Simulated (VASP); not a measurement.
Input for VASP

### KPOINTS
```
Automatic mesh
0
Gamma
8 8 8
0 0 0
```

File POSCAR:
```
CaS
5.6395220
  0.0000000000   0.4949999983   0.4949999983
  0.4999999982  -0.0050000000   0.4999999982
  0.4999999982   0.4999999982  -0.0050000000
Ca S
1 1
Direct
  0.0000000000   0.0000000000   0.0000000000
  0.5000000000   0.5000000000   0.5000000000
```

INCAR:
```
SYSTEM = CaS
PREC = Accurate
ENCUT = 480
EDIFF = 1E-7
NELM = 100
ALGO = Normal
LREAL = .FALSE.
LASPH = .TRUE.
ISMEAR = 0
SIGMA = 0.05
GGA = PS
LWAVE = .FALSE.
LCHARG = .FALSE.
ISIF = 2
```

POTCAR, in this order: Ca_sv S (PBE.64 set). Program: vasp_std.

Q: Write an equivalent input for Quantum ESPRESSO's pw.x.

A: One equivalent input (not run):
```
&CONTROL
  calculation = 'scf'
  pseudo_dir = './pseudo'
  outdir = './out'
  tprnfor = .true.
  tstress = .true.
/
&SYSTEM
  ibrav = 0
  nat = 2
  ntyp = 2
  ecutwfc = 68
  occupations = 'smearing'
  smearing = 'gaussian'
  degauss = 0.003675
  input_dft = 'pbesol'
/
&ELECTRONS
  conv_thr = 7.3e-09
  electron_maxstep = 100
/
ATOMIC_SPECIES
  Ca 40.078 Ca.upf
  S 32.060 S.upf
CELL_PARAMETERS angstrom
     0.0000000    2.7915634    2.7915634
     2.8197610   -0.0281976    2.8197610
     2.8197610    2.8197610   -0.0281976
ATOMIC_POSITIONS crystal
  Ca   0.0000000  0.0000000  0.0000000
  S    0.5000000  0.5000000  0.5000000
K_POINTS automatic
  8 8 8 0 0 0
```
The two are equivalent in intent, not identical: the potentials are each code's own (VASP's PAW set, PseudoDojo norm-conserving files in pw.x), so ENCUT and ecutwfc are chosen apart and not converted; conv_thr bounds pw.x's estimated SCF error, while EDIFF bounds the energy change between steps.

The compound is CaS in the rock salt structure. This cell was strained or had an atom moved on purpose.
